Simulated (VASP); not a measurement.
A convergence study with VASP on Ho (hcp): one setting is varied, all else stays as given below, so the limit is that of these other settings. Each run relaxes cell and ions from the cell shown. The basis is that of the starting cell, so low cut-offs carry a Pulay error.

```xyz
2
Lattice="1.7900 -3.1004 0.0000 1.7900 3.1004 0.0000 0.0000 0.0000 5.6200" Properties=species:S:1:pos:R:3 pbc="T T T"
Ho     1.7900     1.0335     1.4050
Ho     1.7900    -1.0335     4.2150
```

Computed with PBE GGA, VASP's PBE PAW potentials (set 64) (plane waves; VASP). The tightest run used: 700 eV cut-off, 10×10×5 Γ-centred mesh, first-order Methfessel-Paxton smearing of 0.10 eV, potentials Ho_3.

The 4f electrons are frozen in the core of the lanthanide potential, so 4f levels, which can set the real gap, and their magnetism are missing.

### Question
The settings run are ENCUT = 150; ENCUT = 200; ENCUT = 250; ENCUT = 300; ENCUT = 350; ENCUT = 400; ENCUT = 450; ENCUT = 500; ENCUT = 550; ENCUT = 600; ENCUT = 650; ENCUT = 700. From which on does the relaxed volume stay within 0.05 Å³/atom of the tightest run?…

### Answer
From ENCUT = 250 on: it is off by 0.031 there and by no more than 0.05 in any finer run, while ENCUT = 200 is off by 0.237.
| setting | relaxed volume (Å³/atom) | E (eV/atom) | plane waves | difference judged (Å³/atom) |
|---|---|---|---|---|
| ENCUT = 150 | 30.839 | -4.4735 | 275 | 0.512 |
| ENCUT = 200 | 31.114 | -4.5000 | 416 | 0.237 |
| ENCUT = 250 | 31.320 | -4.5076 | 573 | 0.031 |
| ENCUT = 300 | 31.334 | -4.5091 | 751 | 0.018 |
| ENCUT = 350 | 31.340 | -4.5096 | 953 | 0.012 |
| ENCUT = 400 | 31.343 | -4.5100 | 1152 | 0.008 |
| ENCUT = 450 | 31.347 | -4.5101 | 1387 | 0.004 |
| ENCUT = 500 | 31.350 | -4.5102 | 1622 | 0.002 |
| ENCUT = 550 | 31.348 | -4.5103 | 1840 | 0.003 |
| ENCUT = 600 | 31.363 | -4.5103 | 2104 | 0.011 |
| ENCUT = 650 | 31.352 | -4.5103 | 2382 | 0.001 |
| ENCUT = 700 | 31.352 | -4.5103 | 2659 | 0.000 |

Left out are rungs that failed or repeat a setting and relaxations that didn't move; long series are thinned to 24 rows.

The compound is Ho in the hcp structure.
